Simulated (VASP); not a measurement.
# LiSi16 (a cell with a defect) in VASP: further runs

Runs on LiSi16 (a cell with a defect). Level: PBE. Tasks: relaxation of the atoms, single point.

All numbers are computed with VASP 6.6.1; they aren't measurements. Logs are shortened: lines on timing, memory, paths and dates and some standing lists are left out, and cuts for length are marked.

### Step 1. Starting point

The cell holds a defect, 17 atoms: a = 7.679 Å, b = 7.679 Å, c = 7.679 Å, α = 60.00°, β = 60.00°, γ = 60.00°.

The cell was built by a generator and needn't be a form met in nature.

### Step 2. Relaxation of the atoms, PBE

INCAR reads:

```
PREC = Accurate
ENCUT = 520
EDIFF = 1E-7
ISMEAR = 0
SIGMA = 0.02
LREAL = Auto
LASPH = T
NELM = 100
ALGO = Fast
ISIF = 2
LWAVE = F
LCHARG = F
GGA = PE
IBRION = 2
NSW = 80
EDIFFG = -0.03
NELECT = 66.0
```

KPOINTS reads:

```
regular mesh
0
Gamma
  2 2 2
```

POSCAR reads:

```
LiSi16
1.0
    0.0000000000      5.4300000000      5.4300000000
    5.4300000000      0.0000000000      5.4300000000
    5.4300000000      5.4300000000      0.0000000000
Si Li
16 1
Direct
    0.0000000000      0.0000000000      0.0000000000
    0.1250000000      0.1250000000      0.1250000000
    0.0000000000      0.0000000000      0.5000000000
    0.1250000000      0.1250000000      0.6250000000
    0.0000000000      0.5000000000      0.0000000000
    0.1250000000      0.6250000000      0.1250000000
    0.0000000000      0.5000000000      0.5000000000
    0.1250000000      0.6250000000      0.6250000000
    0.5000000000      0.0000000000      0.0000000000
    0.6250000000      0.1250000000      0.1250000000
    0.5000000000      0.0000000000      0.5000000000
    0.6250000000      0.1250000000      0.6250000000
    0.5000000000      0.5000000000      0.0000000000
    0.6250000000      0.6250000000      0.1250000000
    0.5000000000      0.5000000000      0.5000000000
    0.6250000000      0.6250000000      0.6250000000
    0.2419338400      0.2465158400      1.2471558500
```

Potentials or basis: VASP PAW PBE potentials, release 64 (Si, Li_sv).

Started as:

```sh
$ cat potpaw_PBE.64/Si/POTCAR potpaw_PBE.64/Li_sv/POTCAR > POTCAR
$ mpirun -np 1 vasp_std > vasp.out
```

OUTCAR:

```text
PREC = Accurate
   ENCUT = 520
   EDIFF = 1E-7
   ISMEAR = 0
   LREAL = Auto
   LASPH = T
   NELM = 100
   ISIF = 2
   GGA = PE
   IBRION = 2
   NSW = 80
   EDIFFG = -0.03
   NELECT = 66.0

 ion  position               nearest neighbor table
   1  0.000  0.000  0.000-   2 2.35   4 2.35   6 2.35  10 2.35
   2  0.125  0.125  0.125-  17 2.26   3 2.35   5 2.35   9 2.35   1 2.35
   3  0.000  0.000  0.500-   2 2.35   4 2.35   8 2.35  12 2.35  17 2.65
   4  0.125  0.125  0.625-   1 2.35   3 2.35   7 2.35  11 2.35  17 2.37
   5  0.000  0.500  0.000-   2 2.35   6 2.35   8 2.35  14 2.35  17 2.66
   6  0.125  0.625  0.125-   1 2.35   5 2.35   7 2.35  13 2.35  17 2.37
   7  0.000  0.500  0.500-   4 2.35   6 2.35   8 2.35  16 2.35  17 2.75
   8  0.125  0.625  0.625-   3 2.35   5 2.35   7 2.35  15 2.35
   9  0.500  0.000  0.000-   2 2.35  10 2.35  12 2.35  14 2.35  17 2.68
  10  0.625  0.125  0.125-   1 2.35   9 2.35  11 2.35  13 2.35  17 2.40
  11  0.500  0.000  0.500-   4 2.35  10 2.35  12 2.35  16 2.35  17 2.78
  12  0.625  0.125  0.625-   3 2.35   9 2.35  11 2.35  15 2.35
  13  0.500  0.500  0.000-   6 2.35  10 2.35  14 2.35  16 2.35  17 2.78
  14  0.625  0.625  0.125-   5 2.35   9 2.35  13 2.35  15 2.35
  15  0.500  0.500  0.500-   8 2.35  12 2.35  14 2.35  16 2.35
  16  0.625  0.625  0.625-   7 2.35  11 2.35  13 2.35  15 2.35
  17  0.242  0.247  0.247-   2 2.26   4 2.37   6 2.37  10 2.40   3 2.65   5 2.66   9 2.68   7 2.75
                            11 2.78  13 2.78

  LATTYP: Found a face centered cubic cell.
 ALAT       =    10.8600000000

  Lattice vectors:

 A1 = (   0.0000000000,   5.4300000000,   5.4300000000)
 A2 = (   5.4300000000,   0.0000000000,   5.4300000000)
 A3 = (   5.4300000000,   5.4300000000,   0.0000000000)

Analysis of symmetry for initial positions (statically):
=====================================================================
 Subroutine PRICEL returns:
 Original cell was already a primitive cell.

 Routine SETGRP: Setting up the symmetry group for a
 face centered cubic supercell.

 Subroutine GETGRP returns: Found  1 space group operations
 (whereof  1 operations were pure point group operations)
 out of a pool of 48 trial point group operations.

The static configuration has the point symmetry C_1 .

Analysis of symmetry for dynamics (positions and initial velocities):
=====================================================================
 Subroutine PRICEL returns:
 Original cell was already a primitive cell.

 Routine SETGRP: Setting up the symmetry group for a
 face centered cubic supercell.

 Subroutine GETGRP returns: Found  1 space group operations
 (whereof  1 operations were pure point group operations)
 out of a pool of 48 trial point group operations.

The dynamic configuration has the point symmetry C_1 .

 Subroutine INISYM returns: Found  1 space group operations
 (whereof  1 operations are pure point group operations),
 and found     1 'primitive' translations

----------------------------------------------------------------------------------------

                                     Primitive cell

  volume of cell :     320.2060

  direct lattice vectors                    reciprocal lattice vectors
     0.000000000  5.430000000  5.430000000    -0.092081031  0.092081031  0.092081031
     5.430000000  0.000000000  5.430000000     0.092081031 -0.092081031  0.092081031
     5.430000000  5.430000000  0.000000000     0.092081031  0.092081031 -0.092081031

  length of vectors
     7.679179644  7.679179644  7.679179644     0.159489025  0.159489025  0.159489025

  position of ions in fractional coordinates (direct lattice)
     0.000000000  0.000000000  0.000000000
     0.125000000  0.125000000  0.125000000
     0.000000000  0.000000000  0.500000000
     0.125000000  0.125000000  0.625000000
     0.000000000  0.500000000  0.000000000
     0.125000000  0.625000000  0.125000000
[... 9 lines left out ...]
     0.625000000  0.625000000  0.625000000
     0.241933840  0.246515840  0.247155850

  ion indices of the primitive-cell ions
   primitive index   ion index
                 1           1
                 2           2
                 3           3
                 4           4
                 5           5
                 6           6
[... 9 lines left out ...]
                16          16
                17          17

----------------------------------------------------------------------------------------

 KPOINTS: regular mesh

Automatic generation of k-mesh.
 Grid dimensions read from file:
 generate k-points for:    2    2    2

 Generating k-lattice:

  Cartesian coordinates                     Fractional coordinates (reciprocal lattice)
    -0.046040516  0.046040516  0.046040516     0.500000000  0.000000000  0.000000000
     0.046040516 -0.046040516  0.046040516     0.000000000  0.500000000  0.000000000
     0.046040516  0.046040516 -0.046040516     0.000000000  0.000000000  0.500000000

  Length of vectors
     0.079744512  0.079744512  0.079744512

  Shift w.r.t. Gamma in fractional coordinates (k-lattice)
     0.000000000  0.000000000  0.000000000

 Subroutine IBZKPT returns following result:
 ===========================================

 Found      8 irreducible k-points:

 Following reciprocal coordinates:
            Coordinates               Weight
  0.000000  0.000000  0.000000      1.000000
  0.500000  0.000000  0.000000      1.000000
  0.000000  0.500000  0.000000      1.000000
  0.000000  0.000000  0.500000      1.000000
  0.500000  0.500000  0.500000      1.000000
  0.500000  0.500000  0.000000      1.000000
  0.000000  0.500000  0.500000      1.000000
  0.500000  0.000000  0.500000      1.000000
   k-points           NKPTS =      8   k-points in BZ     NKDIM =      8   number of bands    NBANDS=     42
   number of dos      NEDOS =    301   number of ions     NIONS =     17
   total plane-waves  NPLWV = 216000
   dimension x,y,z NGX =    60 NGY =   60 NGZ =   60
   dimension x,y,z NGXF=   120 NGYF=  120 NGZF=  120
   ions per type =              16   1
   NGX,Y,Z   is equivalent  to a cutoff of  12.99, 12.99, 12.99 a.u.
   NGXF,Y,Z  is equivalent  to a cutoff of  25.98, 25.98, 25.98 a.u.
 SYSTEM =  unknown system
   PREC   = accura    normal or accurate (medium, high low for compatibility)
   ISTART =      0    job   : 0-new  1-cont  2-samecut
   ICHARG =      2    charge: 1-file 2-atom 10-const
   ISPIN  =      1    spin polarized calculation?
   LNONCOLLINEAR =      F non collinear calculations
   LSORBIT =      F    spin-orbit coupling
   LASPH  =      T    aspherical Exc in radial PAW
   ENCUT  =  520.0 eV  38.22 Ry    6.18 a.u.  14.28 14.28 14.28*2*pi/ulx,y,z
   NELM   =    100;   NELMIN=  2; NELMDL= -5     # of ELM steps
   EDIFF  = 0.1E-06   stopping-criterion for ELM
   LREAL  =      T    real-space projection
   EDIFFG = -.3E-01   stopping-criterion for IOM
   NSW    =     80    number of steps for IOM
   IBRION =      2    ionic relax: 0-MD 1-quasi-New 2-CG
   NFREE  =      1    steps in history (QN), initial steepest desc. (CG)
   ISIF   =      2    stress and relaxation
   ISYM   =      2    0-nonsym 1-usesym 2-fastsym
   POTIM  = 0.5000    time-step for ionic-motion
   TEBEG  =    0.0;   TEEND  =   0.0 temperature during run
   PSTRESS=    0.0 pullay stress
   NELECT =      66.0000    total number of electrons
   NUPDOWN=      -1.0000    fix difference up-down
   EMIN   =  10.00;   EMAX   =-10.00  energy-range for DOS
   EFERMI =   0.00;   METHOD = LEGACY
   ISMEAR =     0;   SIGMA  =   0.02  broadening in eV -4-tet -1-fermi 0-gaus
   EFERMI_NEDOS =   21; number of points for ismear=-14 and -15
   IALGO  =     68    algorithm
   IMIX   =      4    mixing-type and parameters
     AMIX     =   0.40;   BMIX     =  1.00
     AMIX_MAG =   1.60;   BMIX_MAG =  1.00
  volume/ion in A,a.u.               =      18.84       127.11
  Fermi-wavevector in a.u.,A,eV,Ry     =   0.967044  1.827449 12.723821  0.935174
  Thomas-Fermi vector in A             =   2.096897
   LORBIT       =      0    0 simple, 1 ext, 2 COOP (PROOUT), +10 PAW based schemes
   GGA     = PE    functional components
   LHFCALC =     F    Hartree Fock is set to
   AEXX    =    0.0000 exact exchange contribution
   IVDW    =     0    specifies the selected vdW correction
   LEPSILON=     F    determine dielectric tensor
   LRPA    =     F    only Hartree local field effects (RPA)
 conjugate gradient relaxation of ions
 non-spin polarized calculation
 RMM-DIIS sequential band-by-band and
 Gauss-broadening in eV      SIGMA  =   0.02
  energy-cutoff  :      520.00
  volume of cell :      320.21
 maximum number of plane-waves:      8646
 NGX is ok and might be reduce to    60
   NGX = 29   NGY = 29   NGZ = 29

--------------------------------------- Ionic step        1  -------------------------------------------

 number of electron      66.0000004 magnetization

 Free energy of the ion-electron system (eV)
  ---------------------------------------------------
  ext. energy  EPLUGINS =         0.00000000
  ---------------------------------------------------
  free energy    TOTEN  =       -93.38188490 eV

  energy without entropy =      -93.38188490  energy(sigma->0) =      -93.38188490

------------------------ aborting loop because EDIFF is reached ----------------------------------------

  FORCE on cell =-STRESS in cart. coord.  units (eV):
  Direction    XX          YY          ZZ          XY          YZ          ZX
  --------------------------------------------------------------------------------------
  -------------------------------------------------------------------------------------
  Total       -0.9874242     -0.9798205     -0.9786196      0.3932055      0.2393281      0.3739185
  in kB       -4.9406589     -4.9026132     -4.8966042      1.9674364      1.1974979      1.8709322
  external PRESSURE =      -4.9132921 kB  Pullay stress =       0.0000000 kB
[... 342 lines left out ...]
  energy  without entropy=      -93.5125900163  energy(sigma->0) =      -93.51259002

--------------------------------------- Ionic step        8  -------------------------------------------

 number of electron      66.0000000 magnetization

 Free energy of the ion-electron system (eV)
  ---------------------------------------------------
  ext. energy  EPLUGINS =         0.00000000
  ---------------------------------------------------
  free energy    TOTEN  =       -93.51354798 eV

  energy without entropy =      -93.51354798  energy(sigma->0) =      -93.51354798

 E-fermi :   6.1848     XC(G=0):  -9.4409

 val. band max:        6.0431318359   @ k =   0.0000   0.0000   0.0000
 cond. band min:       6.6830751317   @ k =   0.0000   0.0000   0.0000
 fundamental gap:      0.6399432958
 Fermi energy:         6.1847535105

 k-point     1 :       0.0000    0.0000    0.0000
  band No.  band energies     occupation
      1     -40.3789      2.00000
      2      -5.9232      2.00000
      3      -3.6728      2.00000
      4      -3.6111      2.00000
      5      -3.6108      2.00000
      6      -3.6108      2.00000
[... 393 lines left out ...]
  FREE ENERGIE OF THE ION-ELECTRON SYSTEM (eV)
  ---------------------------------------------------
  free  energy   TOTEN  =       -93.5135479785 eV

  energy  without entropy=      -93.5135479785  energy(sigma->0) =      -93.51354798

 reached required accuracy - stopping structural energy minimisation
```

Run time: 31 min. Hardware: 1 thread of Intel Xeon Platinum 8259CL at 2.50GHz (Skylake/Cascade Lake), shared host; peak memory 0.55 GiB.

What came out:

| Item | Value |
| --- | --- |
| Free energy | -93.5135 eV |
| Energy gained by relaxing | 7.7 meV/atom |
| Ionic steps | 8 |
| Largest force after relaxing | 0.024 eV/Å |
| Band gap on the k mesh | 0.64 eV, direct |

Forces in eV/Å, atoms in the order of the input:
```
Si   0.004  0.007  0.006
Si   0.016  0.013  0.012
Si  -0.001  0.000  0.005
Si   0.005  0.002 -0.014
Si  -0.001  0.005  0.000
Si   0.006 -0.014  0.002
Si  -0.012  0.001  0.001
Si   0.001 -0.009 -0.009
Si   0.006 -0.001 -0.001
Si  -0.017  0.009  0.008
Si   0.002 -0.013  0.000
Si  -0.007 -0.001 -0.008
Si   0.001  0.000 -0.013
Si  -0.007 -0.008 -0.001
Si   0.000  0.001  0.001
Si   0.001  0.000 -0.001
Li   0.002  0.010  0.013
```

The path:
```csv
step,energy change (eV),largest force (eV/Å),pressure (GPa)
1,0.0000,1.2907,-0.49
2,-0.1221,0.2239,-0.58
3,-0.1221,0.2196,-0.58
4,-0.1273,0.1882,-0.57
5,-0.1276,0.1777,-0.57
6,-0.1302,0.0966,-0.57
7,-0.1307,0.0590,-0.57
8,-0.1317,0.0241,-0.58
```

Final structure:
```
Si Li
1.0
     0.00000    5.43000    5.43000
     5.43000    0.00000    5.43000
     5.43000    5.43000    0.00000
Si Li
16 1
Direct
  0.99848 0.99932 0.99944
  0.12167 0.12184 0.12186
  0.99783 0.99784 0.50136
  0.12258 0.12270 0.63130
  0.99784 0.50132 0.99786
  0.12261 0.63118 0.12275
  0.99800 0.50192 0.50198
  0.12764 0.62406 0.62407
  0.50106 0.99793 0.99793
  0.63030 0.12300 0.12301
  0.50171 0.99805 0.50212
  0.62406 0.12754 0.62414
  0.50172 0.50209 0.99805
  0.62407 0.62414 0.12752
  0.50010 0.50002 0.50001
  0.62421 0.62424 0.62424
  0.24806 0.24932 0.24951
```

Caveat: the k mesh is coarse (spacing up to 0.50 Å⁻¹), so the values aren't converged; the cell carries a net charge on a neutralising background, which shifts energy and pressure; the cell is charged against a uniform background, so pressure and absolute levels hang on convention; the cutoff is under 1.25 times the usual one of these potentials, so pressure, stress and relaxed cells hold a basis-set (Pulay) error.

### Step 3. Single point, PBE

INCAR reads:

```
PREC     = Accurate       # precision mode
ENCUT    = 520            # plane-wave cutoff, eV
EDIFF    = 1E-6           # SCF threshold, eV
ISMEAR   = 0              # smearing method
SIGMA    = 0.02           # smearing width, eV
LREAL    = Auto         
LASPH    = True           # aspherical terms in the spheres
NELM     = 100            # most SCF steps
ALGO     = Fast           # electronic algorithm
ISIF     = 2              # what is computed and relaxed
LWAVE    = False          # write WAVECAR
LCHARG   = True           # write CHGCAR
GGA      = PE             # functional
LELF     = True           # ELF
LVHAR    = True         
NELECT   = 66.0         
NBANDS   = 48             # bands
```

KPOINTS reads:

```
Automatic mesh
0
Gamma
  2 2 2
```

POSCAR reads:

```
LiSi16
1.0
    0.0000000000      5.4300000000      5.4300000000
    5.4300000000      0.0000000000      5.4300000000
    5.4300000000      5.4300000000      0.0000000000
Si Li
16 1
Direct
    0.0004248095      0.0008343160     -0.0022514053
    0.1225930379      0.1230502050      0.1272043793
    0.0004234432      0.0008339933      0.5010443765
    0.1246270628      0.1250056141      0.6252090183
   -0.0073394531      0.5023179076      0.0025381027
    0.1225839693      0.6269940000      0.1272034179
    0.0004179915      0.4975462500      0.5010441006
    0.1225813259      0.6269934021      0.6232744794
    0.5018628978     -0.0068426157      0.0025177264
    0.6265832629      0.1230236129      0.1271910987
    0.4971685620      0.0008170825      0.5010339653
    0.6265814459      0.1230220233      0.6232593685
    0.5018505265      0.5022832511      0.0025092020
    0.6245083636      0.6250077250      0.1252754409
    0.5018464595      0.5022798786      0.4934236143
    0.6265745253      0.6269726568      0.6232558981
    0.3744746696      0.3750084974      0.8752941163
```

Potentials or basis: VASP PAW PBE potentials, release 64 (Si, Li_sv).

Started as:

```sh
$ cat potpaw_PBE.64/Si/POTCAR potpaw_PBE.64/Li_sv/POTCAR > POTCAR
$ mpirun -np 1 vasp_std > vasp.out
```

It took 7.2 min on 1 thread of Intel Xeon Platinum 8259CL at 2.50GHz (Skylake/Cascade Lake), shared host; peak memory 0.48 GiB.

It converged, with:

| Item | Value |
| --- | --- |
| Free energy | -93.5140 eV |
| Largest force | 0.006 eV/Å |
| Band gap on the k mesh | 0.64 eV, direct |

Forces on the atoms (eV/Å):
```
Si   0.001  0.000 -0.001
Si   0.001  0.000 -0.001
Si  -0.001 -0.001 -0.001
Si  -0.001  0.000  0.001
Si   0.003 -0.003 -0.003
Si   0.001  0.000 -0.001
Si   0.001 -0.001  0.001
Si   0.000 -0.001  0.000
Si  -0.003  0.003 -0.003
Si   0.001  0.000 -0.001
Si   0.000  0.001  0.001
Si   0.000 -0.001 -0.001
Si   0.004  0.003  0.003
Si  -0.001  0.001  0.002
Si  -0.004 -0.004  0.003
Si   0.000  0.000 -0.001
Li   0.000  0.001  0.001
```

Levels at points of the mesh, in eV from the valence-band top:
```csv
k point,band 31,band 32,band 33,band 34,band 35,band 36
"(0.00, 0.00, 0.00)",0.00,0.00,0.00,0.64,0.64,0.64
"(0.50, 0.00, 0.00)",-0.82,-0.73,-0.73,1.20,1.40,1.40
"(0.00, 0.50, 0.00)",-0.82,-0.73,-0.73,1.20,1.40,1.40
"(0.00, 0.00, 0.50)",-0.82,-0.73,-0.73,1.20,1.40,1.40
"(0.50, 0.50, 0.50)",-0.82,-0.73,-0.73,1.20,1.40,1.40
"(0.50, 0.50, 0.00)",-1.36,-1.31,-1.27,1.07,1.13,2.19
"(0.00, 0.50, 0.50)",-1.36,-1.31,-1.27,1.07,1.13,2.19
"(0.50, 0.00, 0.50)",-1.36,-1.31,-1.27,1.07,1.13,2.19
```

Caveat: the k mesh is coarse (spacing up to 0.50 Å⁻¹), so the values aren't converged; the cell carries a net charge on a neutralising background, which shifts energy and pressure; the cell is charged against a uniform background, so pressure and absolute levels hang on convention; the cutoff is under 1.25 times the usual one of these potentials, so pressure, stress and relaxed cells hold a basis-set (Pulay) error.
